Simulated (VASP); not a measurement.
Calculation: r2SCAN meta-GGA, VASP's PBE PAW potentials (set 64) (plane waves; VASP).

Input for VASP

KPOINTS:
```
Automatic mesh
0
Gamma
14 14 14
0 0 0
```

### KPOINTS_OPT
```
k-points along high-symmetry lines
10
Line-mode
Reciprocal
  0.000000   0.000000   0.000000 ! GAMMA
  0.500000   0.000000   0.500000 ! X

  0.500000   0.000000   0.500000 ! X
  0.625000   0.250000   0.625000 ! U

  0.375000   0.375000   0.750000 ! K
  0.000000   0.000000   0.000000 ! GAMMA

  0.000000   0.000000   0.000000 ! GAMMA
  0.500000   0.500000   0.500000 ! L

  0.500000   0.500000   0.500000 ! L
  0.500000   0.250000   0.750000 ! W

  0.500000   0.250000   0.750000 ! W
  0.500000   0.000000   0.500000 ! X
```

INCAR:
```
ALGO = Normal
EDIFF = 1E-7
ENCUT = 400
ISIF = 2
ISMEAR = -5
LASPH = .TRUE.
LCHARG = .FALSE.
LMAXMIX = 4
LMIXTAU = .TRUE.
LORBIT = 11
LREAL = .FALSE.
LWAVE = .FALSE.
METAGGA = R2SCAN
NEDOS = 601
NELM = 100
PREC = Accurate
SYSTEM = GeMo
```

POSCAR:
```
GeMo
1
   -0.0000000000     2.5546127477     2.5546127477
    2.5546127477     0.0000000000     2.5546127477
    2.5546127477     2.5546127477     0.0000000000
Ge Mo
1 1
Direct
  0.0000000000   0.0000000000   0.0000000000
  0.5000000000   0.5000000000   0.5000000000
```

POTCAR, in this order: Ge_d Mo_sv (PBE.64 set). Program: vasp_std.

Problem. What does the run give for the energy per atom (σ→0), band gap (over mesh and band path)?

Solution. 
The energy per atom (σ→0) is -19.491 eV/atom and the band gap (over mesh and band path) is none (metal, semimetal or under 0.01 eV).

OSZICAR:
```
...
DAV:  16    -0.389815329506E+02    0.50180E-05   -0.69504E-07  3836   0.900E-03    0.323E-04
DAV:  17    -0.389815335551E+02   -0.60451E-06   -0.75479E-08  2052   0.265E-03    0.255E-04
DAV:  18    -0.389815326668E+02    0.88828E-06   -0.35614E-08  1916   0.115E-03    0.314E-04
DAV:  19    -0.389815330887E+02   -0.42191E-06   -0.46438E-09  1898   0.721E-04    0.747E-05
DAV:  20    -0.389815329395E+02    0.14916E-06   -0.66020E-10  1900   0.298E-04    0.156E-05
DAV:  21    -0.389815330235E+02   -0.83991E-07   -0.10362E-10  1894   0.140E-04
   1 F= -.38981533E+02 E0= -.38981533E+02  d E =0.000000E+00
       N       E                     dE             ncg
```

The structure was generated: GeMo was put into the rocksalt type (Fm-3m), which need not be its known phase. It was relaxed first, which changed the volume by -24 %.
